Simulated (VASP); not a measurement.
**Bulk modulus against bond length in zinc-blende III-V compounds**

PBE in VASP (plane waves, PAW). Static lattice, from a third-order Birch-Murnaghan fit over five volumes at each level. The bond length is the nearest-neighbour distance.

Here d stands for bond length and y for ln of B0 in GPa.

```csv
solid,bond length (Å),ln of B0 in GPa,cut-off (eV)
BP,1.969,5.086,520
GaN,1.970,5.135,520
BAs,2.086,4.882,520
GaP,2.384,4.335,520
AlAs,2.482,4.209,520
GaAs,2.490,4.088,520
InP,2.580,4.085,520
InAs,2.680,3.881,520
InSb,2.873,?,520
```

Problem. Using a straight line in ln d, estimate the missing y at d = 2.873 from the other rows, showing the fit.

Solution. With u = ln d - 0.84, the rows have u = -0.16247, -0.16197, -0.10475, 0.02878, 0.06906, 0.07228, 0.10779, 0.14582. Means: u -0.00068250, y 4.4626. About the means, the sum of products is -0.42790 and the sum of squares of u is 0.10730; the slope is their ratio. Least squares gives y = 4.4599 - 3.9877·u. Residuals (row less fit): -0.0218, 0.0292, 0.0044, -0.0101, 0.0245, -0.0837, 0.0549, 0.0026; standard error 0.0449 (degrees of freedom: 6). The slope is -3.99 with a standard error of 0.14. So B0 goes as d to the power -4.0 over these rows; such a law is empirical and holds within one kind of bonding. At the withheld row, u = 0.21536, so y = 4.4599 - 3.9877 × 0.21536 = 3.6011. The calculation gives 3.604, 0.0029 above the prediction (0.2 % of the range of y in the table). The row lies outside the fitted rows, so this is an extrapolation. From the scatter of the fitted rows alone, a prediction at this place has a standard error of 0.0560, so the miss is 0.1 times that.

The run's B0 for InSb is 37 GPa. GaN is here a metastable form; wurtzite is the usual one. The rows are a random draw from the solids of this series computed here; series whose standard error about the line passes 12 to 30 % of the range of y, or with no trend, aren't shown in this form.
